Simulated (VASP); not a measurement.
Input:

```xyz
2
Lattice="1.7986 -3.1153 0.0000 1.7986 3.1153 0.0000 0.0000 0.0000 5.6776" Properties=species:S:1:pos:R:3 pbc="T T T"
Tl     1.7986     1.0384     1.4194
Tl     1.7986    -1.0384     4.2582
```

Level of theory: rev-vdW-DF2, VASP's PBE PAW potentials (set 64) (plane waves; VASP). Numerical set-up: 520 eV cut-off, 12×12×7 Γ-centred mesh, first-order Methfessel-Paxton smearing of 0.10 eV, potentials Tl_d.

Task: The ions and cell shape at fixed volume are relaxed. What does this cell relax into?

Result: 
```xyz
2
Lattice="1.8221 -3.1559 0.0000 1.8221 3.1559 0.0000 0.0000 0.0000 5.5326" Properties=species:S:1:pos:R:3 pbc="T T T"
Tl     1.8221     1.0520     1.3832
Tl     1.8221    -1.0520     4.1495
```
Space group P6_3/mmc (194), at a tolerance of 0.03 Å.

Task: How much energy does the relaxation gain?

Result: The energy (σ→0) changes by -3.7 meV/atom, in 4 ionic steps.

The compound is Tl in the hcp structure. This cell is one point of a volume scan, at 1.06 of the reference volume. Symmetry was kept, so distortions that lower it aren't found.
